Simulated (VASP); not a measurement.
# Mg2TiN2 (I4/mmm) in VASP: a series of runs

One crystal, Mg2TiN2, is run at these levels: PBE; tasks: relaxation of cell and atoms.

All numbers are computed with VASP 6.6.1; they aren't measurements. Logs are shortened: lines on timing, memory, paths and dates and some standing lists are left out, and cuts for length are marked.

## 1. Starting point

Symmetry: I4/mmm, No. 139, tetragonal system. The conventional cell has a = 3.300 Å, b = 3.300 Å, c = 12.000 Å, α = 90.00°, β = 90.00°, γ = 90.00°. Mg (site symmetry 4mm) is surrounded by 5 N at 2.22 to 2.33 Å. Ti (site symmetry 4/mmm) is surrounded by 2 N at 1.86 Å. Around N (site symmetry 4mm) lie 1 Ti at 1.86 Å.

The cell was built by a generator and needn't be a form met in nature.

## 2. Relaxation of cell and atoms, PBE

The input, INCAR:

```
ALGO = Fast
EDIFF = 1E-4
EDIFFG = -0.08
ENCUT = 520
GGA = PE
IBRION = 2
ISIF = 3
ISMEAR = 0
LASPH = T
LCHARG = F
LREAL = F
LWAVE = F
NELM = 60
NSW = 24
PREC = Normal
SIGMA = 0.15
```

The input, KPOINTS:

```
k-points
0
Gamma
  6 6 6
```

The input, POSCAR:

```
Mg2TiN2
1.0
   -1.6500000000      1.6500000000      6.0000000000
    1.6500000000     -1.6500000000      6.0000000000
    1.6500000000      1.6500000000     -6.0000000000
Mg Ti N
2 1 2
Direct
    0.6600000000      0.6600000000      0.0000000000
    0.3400000000      0.3400000000      0.0000000000
    0.0000000000      0.0000000000      0.0000000000
    0.8450000000      0.8450000000      0.0000000000
    0.1550000000      0.1550000000      0.0000000000
```

Potentials or basis: VASP PAW PBE potentials, release 64 (Mg, Ti_sv, N).

On the command line:

```console
> cat potpaw_PBE.64/Mg/POTCAR potpaw_PBE.64/Ti_sv/POTCAR potpaw_PBE.64/N/POTCAR > POTCAR
> mpirun -np 1 vasp_std > vasp.out
```

OUTCAR:

```text
EDIFF = 1E-4
   EDIFFG = -0.08
   ENCUT = 520
   GGA = PE
   IBRION = 2
   ISIF = 3
   ISMEAR = 0
   LASPH = T
   LREAL = F
   NELM = 60
   NSW = 24
   PREC = Normal

 ion  position               nearest neighbor table
   1  0.660  0.660  0.000-   4 2.22   5 2.33   5 2.33   5 2.33   5 2.33   3 3.02   3 3.02   3 3.02
                             3 3.02   2 3.18   2 3.18   2 3.18   2 3.18
   2  0.340  0.340  0.000-   5 2.22   4 2.33   4 2.33   4 2.33   4 2.33   3 3.02   3 3.02   3 3.02
                             3 3.02   1 3.18   1 3.18   1 3.18   1 3.18
   3  0.000  0.000  0.000-   4 1.86   5 1.86   1 3.02   2 3.02   1 3.02   1 3.02   1 3.02   2 3.02
                             2 3.02   2 3.02
   4  0.845  0.845  0.000-   3 1.86   1 2.22   2 2.33   2 2.33   2 2.33   2 2.33
   5  0.155  0.155  0.000-   3 1.86   2 2.22   1 2.33   1 2.33   1 2.33   1 2.33

  LATTYP: Found a body centered tetragonal cell.
 ALAT       =     3.3000000000
 C/A-ratio  =     3.6363636364

  Lattice vectors:

 A1 = (  -1.6500000000,   1.6500000000,   6.0000000000)
 A2 = (   1.6500000000,  -1.6500000000,   6.0000000000)
 A3 = (   1.6500000000,   1.6500000000,  -6.0000000000)

Analysis of symmetry for initial positions (statically):
=====================================================================
 Subroutine PRICEL returns:
 Original cell was already a primitive cell.

 Routine SETGRP: Setting up the symmetry group for a
 body centered tetragonal supercell.

 Subroutine GETGRP returns: Found 16 space group operations
 (whereof 16 operations were pure point group operations)
 out of a pool of 16 trial point group operations.

The static configuration has the point symmetry D_4h.

Analysis of symmetry for dynamics (positions and initial velocities):
=====================================================================
 Subroutine PRICEL returns:
 Original cell was already a primitive cell.

 Routine SETGRP: Setting up the symmetry group for a
 body centered tetragonal supercell.

 Subroutine GETGRP returns: Found 16 space group operations
 (whereof 16 operations were pure point group operations)
 out of a pool of 16 trial point group operations.

The dynamic configuration has the point symmetry D_4h.

 Subroutine INISYM returns: Found 16 space group operations
 (whereof 16 operations are pure point group operations),
 and found     1 'primitive' translations

----------------------------------------------------------------------------------------

                                     Primitive cell

  volume of cell :      65.3400
[... 123 lines left out ...]
   IVDW    =     0    specifies the selected vdW correction
   LEPSILON=     F    determine dielectric tensor
   LRPA    =     F    only Hartree local field effects (RPA)
 conjugate gradient relaxation of ions
 non-spin polarized calculation
 RMM-DIIS sequential band-by-band and
 Gauss-broadening in eV      SIGMA  =   0.15
  energy-cutoff  :      520.00
  volume of cell :       65.34
 maximum number of plane-waves:      1784
   NGX = 23   NGY = 23   NGZ = 23

--------------------------------------- Ionic step        1  -------------------------------------------

 number of electron      26.0000002 magnetization

 Free energy of the ion-electron system (eV)
  ---------------------------------------------------
  ext. energy  EPLUGINS =         0.00000000
  ---------------------------------------------------
  free energy    TOTEN  =       -30.82612381 eV

  energy without entropy =      -30.80789202  energy(sigma->0) =      -30.81700792

------------------------ aborting loop because EDIFF is reached ----------------------------------------

  FORCE on cell =-STRESS in cart. coord.  units (eV):
  Direction    XX          YY          ZZ          XY          YZ          ZX
  --------------------------------------------------------------------------------------
  -------------------------------------------------------------------------------------
  Total       -2.8398845     -2.8398845      3.9037915      0.0000000      0.0000000      0.0000000
  in kB      -69.6357287    -69.6357287     95.7233887      0.0000000      0.0000000      0.0000000
  external PRESSURE =     -14.5160229 kB  Pullay stress =       0.0000000 kB
[... 98 lines left out ...]
  FREE ENERGIE OF THE ION-ELECTRON SYSTEM (eV)
  ---------------------------------------------------
  free  energy   TOTEN  =       -31.0209845228 eV

  energy  without entropy=      -30.9978534092  energy(sigma->0) =      -31.00941897

[... ionic steps 4 to 7 ...]

--------------------------------------- Ionic step        8  -------------------------------------------

 number of electron      26.0000012 magnetization

------------------------ aborting loop because EDIFF is reached ----------------------------------------
[... 73 lines left out ...]
--------------------------------------- Ionic step       10  -------------------------------------------

 number of electron      26.0000006 magnetization

 Free energy of the ion-electron system (eV)
  ---------------------------------------------------
  ext. energy  EPLUGINS =         0.00000000
  ---------------------------------------------------
  free energy    TOTEN  =       -31.20887755 eV

  energy without entropy =      -31.18662497  energy(sigma->0) =      -31.19775126

 E-fermi :   5.1090     XC(G=0): -10.6932

 val. band max:        5.1018943581   @ k =  -0.3333   0.3333   0.1667
 cond. band min:       5.1350150113   @ k =  -0.1667  -0.3333   0.1667
 fundamental gap:      0.0331206532
 Fermi energy:         5.1090103838

 k-point     1 :       0.0000    0.0000    0.0000
  band No.  band energies     occupation
      1     -51.7371      2.00000
      2     -28.0235      2.00000
      3     -28.0235      2.00000
      4     -27.8437      2.00000
      5      -9.1170      2.00000
      6      -7.6682      2.00000
[... 457 lines left out ...]
      4     -27.8389      2.00000
      5      -8.7610      2.00000
      6      -7.7936      2.00000
[... 9 lines left out ...]
     16       7.9300      0.00000
     17       8.3322      0.00000

 [... further k-points ...]

------------------------ aborting loop because EDIFF is reached ----------------------------------------

  FORCE on cell =-STRESS in cart. coord.  units (eV):
  Direction    XX          YY          ZZ          XY          YZ          ZX
  --------------------------------------------------------------------------------------
  -------------------------------------------------------------------------------------
  Total       -0.1452048     -0.1452048     -0.0215693      0.0000000      0.0000000      0.0000000
  in kB       -3.7492911     -3.7492911     -0.5569336      0.0000000      0.0000000      0.0000000
  external PRESSURE =      -2.6851719 kB  Pullay stress =       0.0000000 kB
[... 20 lines left out ...]
  FREE ENERGIE OF THE ION-ELECTRON SYSTEM (eV)
  ---------------------------------------------------
  free  energy   TOTEN  =       -31.2088775478 eV

  energy  without entropy=      -31.1866249707  energy(sigma->0) =      -31.19775126

 reached required accuracy - stopping structural energy minimisation
```

OSZICAR:

```text
N       E                     dE             d eps       ncg     rms          rms(c)
DAV:   1     0.216185290156E+03    0.21619E+03   -0.12613E+04  1020   0.150E+03
DAV:   2    -0.106570627320E+02   -0.22684E+03   -0.22228E+03  1176   0.383E+02
DAV:   3    -0.388151501290E+02   -0.28158E+02   -0.27213E+02  1509   0.123E+02
[... 93 lines left out ...]
RMM:   3    -0.312092500662E+02    0.27034E-02   -0.11832E-02  1232   0.105E+00    0.274E-01
RMM:   4    -0.312087187767E+02    0.53129E-03   -0.91148E-03  1396   0.800E-01    0.754E-02
RMM:   5    -0.312087424668E+02   -0.23690E-04   -0.20942E-03  1264   0.387E-01    0.517E-02
RMM:   6    -0.312088619678E+02   -0.11950E-03   -0.14073E-03  1093   0.258E-01    0.626E-02
RMM:   7    -0.312088775478E+02   -0.15580E-04   -0.15366E-04   746   0.140E-01
  10 F= -.31208878E+02 E0= -.31197751E+02  d E =-.195739E-02
```

CONTCAR:

```text
Mg2TiN2
   1.00000000000000
    -1.5758074491110428    1.5758074491110428    6.2470666414133635
     1.5758074491110428   -1.5758074491110428    6.2470666414133635
     1.5758074491110428    1.5758074491110428   -6.2470666414133635
  Mg              Ti              N
     2     1     2
Direct
     0.6709858280969268    0.6709858280969268    0.0000000000000000
     0.3290141719030734    0.3290141719030734    0.0000000000000000
     0.0000000000000000    0.0000000000000000    0.0000000000000000
     0.8464942242396852    0.8464942242396852    0.0000000000000000
     0.1535057757603146    0.1535057757603146    0.0000000000000000

  0.00000000E+00  0.00000000E+00  0.00000000E+00
  0.00000000E+00  0.00000000E+00  0.00000000E+00
  0.00000000E+00  0.00000000E+00  0.00000000E+00
  0.00000000E+00  0.00000000E+00  0.00000000E+00
  0.00000000E+00  0.00000000E+00  0.00000000E+00
```

It took 3.8 min on 1 thread of Intel Xeon Platinum 8488C (Sapphire Rapids), shared host; peak memory 0.22 GiB.

What came out:

| Quantity | Value |
| --- | --- |
| Free energy | -31.2089 eV |
| Relaxed volume | 12.41 Å³/atom |
| Relaxed cell | a = 6.633 Å, b = 6.633 Å, c = 6.633 Å, α = 152.51°, β = 152.51°, γ = 39.27° |
| Space group after relaxing (to 0.05 Å) | I4/mmm (No. 139) |
| Energy gained by relaxing | 76.6 meV/atom |
| Ionic steps | 10 |
| Pressure after relaxing | -0.3 GPa |
| Largest force after relaxing | 0.037 eV/Å |
| Band gap on the k mesh | none (metal or under the smearing width) |

Forces in eV/Å, atoms in the order of the input:
```
Mg   0.000  0.000  0.037
Mg   0.000  0.000 -0.037
Ti   0.000  0.000  0.000
N    0.000  0.000  0.011
N    0.000  0.000 -0.011
```

Stress tensor (GPa, compression positive):
```
-0.37  0.00  0.00
 0.00 -0.37  0.00
 0.00  0.00 -0.06
```

The path:
```tsv
step	energy change (eV)	largest force (eV/Å)	pressure (GPa)	volume (Å³)
1	0.0000	1.1595	-1.45	65.34
2	-0.1848	1.4960	-5.60	64.14
3	-0.1949	1.1430	-4.92	64.39
4	-0.3526	0.5907	2.42	60.54
5	-0.3525	0.5845	2.09	60.51
6	-0.3803	0.0562	1.19	61.55
7	-0.3806	0.1632	0.54	61.79
8	-0.3808	0.1169	0.85	61.71
9	-0.3799	0.1564	-1.57	62.44
10	-0.3828	0.0373	-0.27	62.05
```

Final structure:
```xyz
5
Lattice="-1.5758 1.5758 6.2471 1.5758 -1.5758 6.2471 1.5758 1.5758 -6.2471" Properties=species:S:1:pos:R:3 pbc="T T T"
Mg    0.0000    0.0000    8.3834
Mg    0.0000    0.0000    4.1107
Ti    0.0000    0.0000    0.0000
N     0.0000    0.0000   10.5762
N     0.0000    0.0000    1.9179
```

Caveat: the k mesh is coarse (spacing up to 0.45 Å⁻¹), so the values aren't converged; the relaxation stopped at a loose force limit of 0.08 eV/Å, so its end isn't a converged minimum.

## 3. Relaxation of cell and atoms, PBE

This run uses another cell than the first one, of 14.58 Å³/atom, 1.116 times its volume.

INCAR is that of step 2.

The input, KPOINTS:

```
k-points
0
Gamma
  5 5 5
```

The input, POSCAR:

```
Mg2TiN2
1.0
   -1.9325800900      2.4843808500      3.7959967000
    1.9325800900     -2.4843808500      3.7959967000
    1.9325800900      2.4843808500     -3.7959967000
Mg Ti N
2 1 2
Direct
    0.7027449800      0.2027449800      0.5000000000
    0.2972550200      0.7972550200      0.5000000000
    0.0000000000      0.0000000000      0.0000000000
    0.2667945600      0.5000000000      0.7667945600
    0.7332054400      0.5000000000      0.2332054400
```

Potentials or basis: VASP PAW PBE potentials, release 64 (Mg, Ti_sv, N).

On the command line:

```console
> cat potpaw_PBE.64/Mg/POTCAR potpaw_PBE.64/Ti_sv/POTCAR potpaw_PBE.64/N/POTCAR > POTCAR
> mpirun -np 1 vasp_std > vasp.out
```

It took 3.9 min on 1 thread of Intel Xeon Platinum 8488C (Sapphire Rapids), shared host; peak memory 0.18 GiB.

The run converged. Its results:

| Property | Result |
| --- | --- |
| Free energy | -30.2496 eV |
| Relaxed volume | 12.68 Å³/atom |
| Relaxed cell | a = 5.039 Å, b = 5.039 Å, c = 5.039 Å, α = 146.57°, β = 113.37°, γ = 76.63° |
| Space group after relaxing (to 0.05 Å) | Immm (No. 71) |
| Energy gained by relaxing | 939.4 meV/atom |
| Ionic steps | 19 |
| Pressure after relaxing | 0.5 GPa |
| Largest force after relaxing | 0.071 eV/Å |
| Band gap on the k mesh | 0.16 eV, indirect (least direct gap 0.65 eV) |

Forces on the atoms (eV/Å):
```
Mg   0.000  0.000  0.006
Mg   0.000  0.000 -0.006
Ti   0.000  0.000  0.000
N    0.000  0.071  0.000
N    0.000 -0.071  0.000
```

The path:
| step | energy change (eV) | largest force (eV/Å) | pressure (GPa) | volume (Å³) |
| --- | --- | --- | --- | --- |
| 1 | 0.0000 | 1.3992 | -14.50 | 72.90 |
| 2 | -2.9652 | 1.7687 | 7.73 | 59.06 |
| 3 | -2.9951 | 1.9377 | 11.27 | 58.11 |
| 4 | -3.7550 | 2.5266 | 12.97 | 58.74 |
| 5 | -3.8243 | 2.5307 | 12.01 | 58.73 |
| 6 | -4.2411 | 1.3605 | -10.11 | 66.72 |
| 7 | -4.3537 | 1.5327 | -4.85 | 64.01 |
| 8 | -4.6212 | 0.1703 | -1.97 | 63.03 |
| 9 | -4.6214 | 0.1827 | -1.69 | 63.01 |
| 10 | -4.6618 | 0.4928 | 2.67 | 61.81 |
| 11 | -4.6625 | 0.4709 | 2.26 | 61.91 |
| 12 | -4.6887 | 0.2079 | 0.80 | 62.74 |
| 13 | -4.6901 | 0.2145 | 0.43 | 62.98 |
| 14 | -4.6959 | 0.0865 | -0.42 | 63.46 |
| 15 | -4.6960 | 0.0832 | -0.04 | 63.52 |
| 16 | -4.6960 | 0.0622 | -0.45 | 63.63 |
| 17 | -4.6961 | 0.0628 | -0.33 | 63.59 |
| 18 | -4.6961 | 0.0702 | -0.37 | 63.56 |
| 19 | -4.6968 | 0.0705 | 0.47 | 63.42 |

Final structure:
```yaml
crystal:
  lattice:
    - [-1.44921, 2.76751, 3.95335]
    - [1.44921, -2.76751, 3.95335]
    - [1.44921, 2.76751, -3.95335]
  atoms:
    - { symbol: Mg, position: [0.65934, 0.15934, 0.50000] }
    - { symbol: Mg, position: [0.34066, 0.84066, 0.50000] }
    - { symbol: Ti, position: [0.00000, 0.00000, 0.00000] }
    - { symbol: N, position: [0.25362, 0.50000, 0.75362] }
    - { symbol: N, position: [0.74638, 0.50000, 0.24638] }
```

Levels at points of the mesh, in eV from the valence-band top:
```csv
k point,band 10,band 11,band 12,band 13,band 14,band 15,band 16,band 17
"(0.00, 0.00, 0.00)",-3.47,-3.05,-1.01,-0.50,0.16,0.96,2.00,3.04
```

Caveat: an odd mesh through Γ misses points on the zone boundary, where band edges often lie; the relaxation stopped at a loose force limit of 0.08 eV/Å, so its end isn't a converged minimum.
